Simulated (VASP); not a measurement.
VASP input:

### KPOINTS
```
K-points
0
gamma
 4 4 4
0 0 0
```

**INCAR**
```
SYSTEM = CsPbCl3
PREC = Accurate
ENCUT = 520
EDIFF = 1E-6
NELM = 100
ALGO = Normal
LREAL = .FALSE.
LASPH = .TRUE.
ISMEAR = 0
SIGMA = 0.05
GGA = BO
PARAM1 = 0.1833333333
PARAM2 = 0.22
LUSE_VDW = .TRUE.
AGGAC = 0.0
LMAXMIX = 4
LWAVE = .FALSE.
LCHARG = .FALSE.
IBRION = 2
ISIF = 3
NSW = 60
EDIFFG = -0.02
```

### POSCAR
```
CsPbCl3
1.0
  5.6529347119   0.0000000000   0.0000000000
  0.0000000000   5.6529347119   0.0000000000
  0.0000000000   0.0000000000   5.6529347119
Cs Pb Cl
1 1 3
Cartesian
  0.0000000000   0.0000000000   0.0000000000
  2.8264673560   2.8264673560   2.8264673560
  2.8264673560   0.0000000000   2.8264673560
  0.0000000000   2.8264673560   2.8264673560
  2.8264673560   2.8264673560   0.0000000000
```

POTCAR, in this order: Cs_sv Pb_d Cl (PBE.64 set). Program: vasp_std.

Problem. Translate this optB88-vdW calculation to Quantum ESPRESSO's pw.x.

Solution. One equivalent input (not run):
```
&CONTROL
  calculation = 'vc-relax'
  pseudo_dir = './pseudo'
  outdir = './out'
  tprnfor = .true.
  tstress = .true.
  nstep = 60
  forc_conv_thr = 0.00078
/
&SYSTEM
  ibrav = 0
  nat = 5
  ntyp = 3
  ecutwfc = 62.5
  occupations = 'smearing'
  smearing = 'gaussian'
  degauss = 0.003675
  input_dft = 'vdw-df-obk8'
/
&ELECTRONS
  conv_thr = 7.3e-08
  electron_maxstep = 100
/
&IONS
/
&CELL
/
ATOMIC_SPECIES
  Cs 132.905 Cs.upf
  Pb 207.200 Pb.upf
  Cl 35.450 Cl.upf
CELL_PARAMETERS angstrom
     5.6529347    0.0000000    0.0000000
    -0.0000000    5.6529347   -0.0000000
     0.0000000   -0.0000000    5.6529347
ATOMIC_POSITIONS crystal
  Cs   0.0000000  0.0000000  0.0000000
  Pb   0.5000000  0.5000000  0.5000000
  Cl   0.5000000  0.0000000  0.5000000
  Cl   0.0000000  0.5000000  0.5000000
  Cl   0.5000000  0.5000000  0.0000000
K_POINTS automatic
  4 4 4 0 0 0
```
Limits of the translation: the potentials are each code's own (VASP's PAW set, PseudoDojo norm-conserving files in pw.x), so ENCUT and ecutwfc are chosen apart and not converted; conv_thr bounds pw.x's estimated SCF error, while EDIFF bounds the energy change between steps; forc_conv_thr acts on force components and is met together with etot_conv_thr.

The compound is CsPbCl3 in the cubic perovskite structure, the ideal cubic form; the compound distorts at low or room temperature. It was relaxed first. The start is the result of an earlier pass.
